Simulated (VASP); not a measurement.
Here is the system:

```xyz
2
Lattice="3.2734 0.0000 0.0000 0.0000 3.2734 0.0000 0.0000 0.0000 3.2734" Properties=species:S:1:pos:R:3 pbc="T T T"
In     1.6367     1.6367     1.6367
Pd     0.0000     0.0000     0.0000
```

Level of theory: r2SCAN meta-GGA, VASP's PBE PAW potentials (set 64) (plane waves; VASP 6.6.1). Run with 520 eV cut-off, 12×12×12 Γ-centred mesh, tetrahedra with Blöchl corrections, potentials In_d Pd.

Task: Give the energies of bands 6 to 14 at the high-symmetry points, in eV from the Fermi level.

Result: 
```csv
band,Γ,X,M,R
6,-10.52,-6.84,-6.42,-5.17
7,-4.08,-6.33,-3.73,-5.17
8,-4.08,-4.05,-2.89,-5.17
9,-2.46,-3.48,-2.89,-1.84
10,-2.46,-3.48,-2.50,-1.84
11,-2.46,-2.53,-2.50,0.17
12,4.43,-1.26,-1.88,3.88
13,4.43,10.02,1.54,3.88
14,4.43,10.02,2.54,3.88
```

It has no gap at this level: it comes out as a metal or semimetal.

The compound is PdIn in the CsCl type structure. It was relaxed first. The electron count is odd and the run is not spin-polarised, which forces a metal.
